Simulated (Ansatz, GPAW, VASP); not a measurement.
# Code comparison for CoSi2 (Fm-3m, 3 atoms in the cell)

Self-consistent single point, at a second geometry (lattice scaled by 0.98). First geometry:

```
CoSi2
1.0
    0.00000     2.68000     2.68000
    2.68000     0.00000     2.68000
    2.68000     2.68000     0.00000
Co Si
1 2
Cartesian
  0.00000   0.00000   0.00000
  1.34000   1.34000   1.34000
  4.02000   4.02000   4.02000
```

Shared settings, as Ansatz (a quantum-chemistry and plane-wave program) writes them: kpoints.mp_grid.grid = 14 14 14; scf.occupations.method = gaussian; scf.occupations.width = 0.272 eV. Potentials and cutoffs stand in the table.

| code | model | ΔF from the first geometry (meV/atom) | pressure (GPa) | cutoff |
|---|---|---|---|---|
| GPAW | PBE, GPAW PAW datasets PBE (gpaw-data 1.0.1) | 35.2 | 14.16 | 800 eV |
| VASP | PBE, VASP's PBE PAW potentials (set 64) | 28.1 | 12.02 | 300 eV |
| Ansatz | PBE, default PAW files | 28.1 | 12.44 | 420 eV |

On Ansatz's run: spin polarisation is off.

The spread over the programs that give each value: ΔF from the first geometry within 7.1 meV/atom; pressure within 2.14 GPa.

Ansatz's pressure is given at a fixed set of plane waves, as the other plane-wave codes print theirs; with its correction for the finite basis it is 12.51 GPa. In the pressure, GPAW (by 1.73) lies more than 1 GPa from the median of the plane-wave programs.

VASP's run is marked for a possible Pulay error in its stress at this cutoff; no cutoff test was made.

The starting cell has typed, rounded lattice constants, without a prior relaxation at this level. For this run, on top of that: lattice scaled by 0.98.

Left out of this page: Quantum ESPRESSO, Elk, FLEUR and SIESTA (not drawn, or without a comparable value).

Keys are those of Ansatz 0.2.
